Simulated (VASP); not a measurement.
Method: LDA (Ceperley-Alder, Perdew-Zunger), VASP's LDA PAW potentials (set 64) (plane waves; VASP 6.6.1).

Input for VASP

**INCAR**
```
# general
SYSTEM  = GaSb
PREC    = Accurate
ENCUT   = 400   # plane-wave cut-off (eV)
LREAL   = F
LASPH   = T   # aspherical one-centre terms

# electronic loop
EDIFF   = 1E-6
NELM    = 100   # most electronic steps
ALGO    = Normal   # blocked Davidson
LMAXMIX = 4

# smearing
ISMEAR  = 0   # Gaussian
SIGMA   = 0.05   # width (eV)

# ions
IBRION  = 2   # conjugate gradients
NSW     = 60
ISIF    = 3   # ions, shape and volume
EDIFFG  = -0.01

# output
LWAVE   = F
LCHARG  = F
```

File KPOINTS:
```
Automatic mesh
0
Gamma
7 7 7
0 0 0
```

**POSCAR**
```
GaSb
1
    0.0000000000     3.0250645416     3.0250645416
    3.0250645416     0.0000000000     3.0250645416
    3.0250645416     3.0250645416     0.0000000000
Ga Sb
1 1
Direct
  0.0000000000   0.0000000000   0.0000000000
  0.2500000000   0.2500000000   0.2500000000
```

POTCAR, in this order: Ga_d Sb (LDA.64 set). Program: vasp_std.

Unless said otherwise, spin-orbit coupling is left out, though it shifts the bands of the heavy elements here.

Problem. Estimate the energy per atom (σ→0), band gap (on the k-mesh).

Solution. 
- energy per atom (σ→0) = -4.329 eV/atom
- band gap (on the k-mesh) = 0.11 eV

File OSZICAR:
```
...
DAV:   6    -0.869570883436E+01    0.92885E-01   -0.86469E-02   696   0.525E+00    0.202E+00
DAV:   7    -0.865786542805E+01    0.37843E-01   -0.66562E-02   590   0.219E+00    0.304E-01
DAV:   8    -0.865756546148E+01    0.29997E-03   -0.50967E-03   630   0.104E+00    0.968E-02
DAV:   9    -0.865764106488E+01   -0.75603E-04   -0.38818E-04   619   0.189E-01    0.359E-02
DAV:  10    -0.865763650001E+01    0.45649E-05   -0.19109E-05   621   0.388E-02    0.113E-02
DAV:  11    -0.865764000302E+01   -0.35030E-05   -0.40743E-06   585   0.213E-02    0.451E-03
DAV:  12    -0.865763998477E+01    0.18249E-07   -0.16399E-07   295   0.397E-03
   1 F= -.86576400E+01 E0= -.86576014E+01  d E =-.865764E+01
```

The compound is GaSb in the zinc blende structure. It was relaxed first. The start is the result of an earlier pass.
